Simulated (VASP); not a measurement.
Here is the system:

```
CELL_PARAMETERS angstrom
      1.23000    -2.13042     0.00000
      1.23000     2.13042     0.00000
      0.00000     0.00000     6.71000
ATOMIC_POSITIONS crystal
  C  0.00000 0.00000 0.25000
  C  0.00000 0.00000 0.75000
  C  0.33333 0.66667 0.25000
  C  0.66667 0.33333 0.75000
```

Calculation: PBE GGA, VASP's PBE PAW potentials (set 64) (plane waves; VASP). Run with 400 eV cut-off, 15×15×5 Γ-centred mesh, Gaussian smearing of 0.14 eV, potentials C.

Problem. Give the energies of bands 3 to 10 at the high-symmetry points, in eV from the Fermi level.

Solution. 
```json
[
 {"band": "3", "Γ": "-8.55", "M": "-13.29", "K": "-12.59", "A": "-7.66", "L": "-13.26", "H": "-12.59"},
 {"band": "4", "Γ": "-6.59", "M": "-13.21", "K": "-12.50", "A": "-7.66", "L": "-13.26", "H": "-12.59"},
 {"band": "5", "Γ": "-3.01", "M": "-6.44", "K": "-10.58", "A": "-3.00", "L": "-6.41", "H": "-10.58"},
 {"band": "6", "Γ": "-3.01", "M": "-6.38", "K": "-10.58", "A": "-3.00", "L": "-6.41", "H": "-10.58"},
 {"band": "7", "Γ": "-3.00", "M": "-2.77", "K": "-0.63", "A": "-3.00", "L": "-2.37", "H": "0.00"},
 {"band": "8", "Γ": "-3.00", "M": "-2.09", "K": "-0.01", "A": "-3.00", "L": "-2.37", "H": "0.00"},
 {"band": "9", "Γ": "4.26", "M": "1.52", "K": "-0.01", "A": "6.91", "L": "1.66", "H": "0.02"},
 {"band": "10", "Γ": "8.40", "M": "2.20", "K": "0.72", "A": "6.91", "L": "1.66", "H": "0.02"}
]
```

It has no gap at this level: it comes out as a metal or semimetal.

The structure is a typed C crystal (P6_3/mmc). The cell was not relaxed at this level.
